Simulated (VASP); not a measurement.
A run of VASP 6.6.1 is set up as follows.

POSCAR

```
Mo
1.0
   -1.5838089700      1.5838089700      1.5838089700
    1.5838089700     -1.5838089700      1.5838089700
    1.5838089700      1.5838089700     -1.5838089700
Mo
1
Direct
    0.0000000000      0.0000000000      0.0000000000
```

Contents of INCAR.step1:

```
SYSTEM = Mo
ALGO     = Fast           ! electronic algorithm
EDIFF    = 1E-8           ! SCF threshold, eV
EDIFFG   = -0.002         ! ionic threshold
ENCUT    = 600            ! plane-wave cutoff, eV
GGA      = PE             ! functional
IBRION   = 2              ! ionic algorithm
ISIF     = 3              ! what is computed and relaxed
ISMEAR   = 0              ! smearing method
LASPH    = .True.         ! aspherical terms in the spheres
LCHARG   = .False.        ! write CHGCAR
LREAL    = .False.        ! projectors in reciprocal space
LWAVE    = .False.        ! write WAVECAR
NELM     = 60             ! most SCF steps
NSW      = 40             ! ionic steps
PREC     = Accurate       ! precision mode
SIGMA    = 0.1            ! smearing width, eV
```

INCAR.step2

```
SYSTEM = Mo
ALGO     = Fast           ! electronic algorithm
EDIFF    = 1E-8           ! SCF threshold, eV
ENCUT    = 600            ! plane-wave cutoff, eV
GGA      = PE             ! functional
IBRION   = 6              ! ionic algorithm
ISIF     = 3              ! what is computed and relaxed
ISMEAR   = 0              ! smearing method
LASPH    = .True.         ! aspherical terms in the spheres
LCHARG   = .False.        ! write CHGCAR
LREAL    = .False.        ! projectors in reciprocal space
LWAVE    = .False.        ! write WAVECAR
NELM     = 60             ! most SCF steps
NFREE    = 2            
NSW      = 1              ! ionic steps
POTIM    = 0.015          ! step
PREC     = Accurate       ! precision mode
SIGMA    = 0.1            ! smearing width, eV
```

Contents of KPOINTS:

```
k-points
0
Gamma
  18 18 18
  0 0 0
```

Potentials or basis: VASP PAW PBE potentials, release 64 (Mo_sv).

The run is started by

```console
$ cat potpaw_PBE.64/Mo_sv/POTCAR > POTCAR
$ cp INCAR.step1 INCAR
$ mpirun -np 1 vasp_std > vasp.out
$ cp CONTCAR POSCAR
$ cp INCAR.step2 INCAR
$ mpirun -np 1 vasp_std > vasp.out
```

Q: Predict the elastic constants C11, C12, C44.

A: 472, 155, 108 GPa.

Q: What does it give for the Voigt bulk modulus?

A: 260 GPa.

Q: Estimate the relaxed cell.

A: a = 2.738 Å, b = 2.738 Å, c = 2.738 Å, α = 109.47°, β = 109.47°, γ = 109.47°.

Clamped-ion elastic tensor (GPa):
```
472 155 155   0   0   0
155 472 155   0   0   0
155 155 472   0   0   0
  0   0   0 108   0   0
  0   0   0   0 108   0
  0   0   0   0   0 108
```
